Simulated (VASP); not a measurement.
Sc (relaxed from the bcc structure, space group Im-3m): computed properties

Method: PBEsol GGA, VASP's PBE PAW potentials (set 64) (plane waves; VASP).

```yaml
space_group: Im-3m (229)
cell: a = b = c = 3.627 Å, α = β = γ = 90.00°
volume_per_atom: 23.85 Å³/atom
band gap (over mesh and band path): none (metal, semimetal or under 0.01 eV)
hill_bulk_modulus: 57.7 GPa
hill_shear_modulus: 13.2 GPa
Poisson's ratio: 0.394
density: 3.13 g/cm³
C11: 59.6 GPa
C12: 56.6 GPa
C44: 37.1 GPa
```

```
Sc
1.0
   -1.81331     1.81331     1.81331
    1.81331    -1.81331     1.81331
    1.81331     1.81331    -1.81331
Sc
1
Direct
  0.00000   0.00000   0.00000
```

Finite-difference elastic constants of metals are sensitive to mesh and smearing; shear constants can be off by tens of GPa.

The structure was generated: Sc was put into the bcc type (Im-3m), which need not be its known phase. It was relaxed first. Symmetry was kept, so distortions that lower it aren't found.
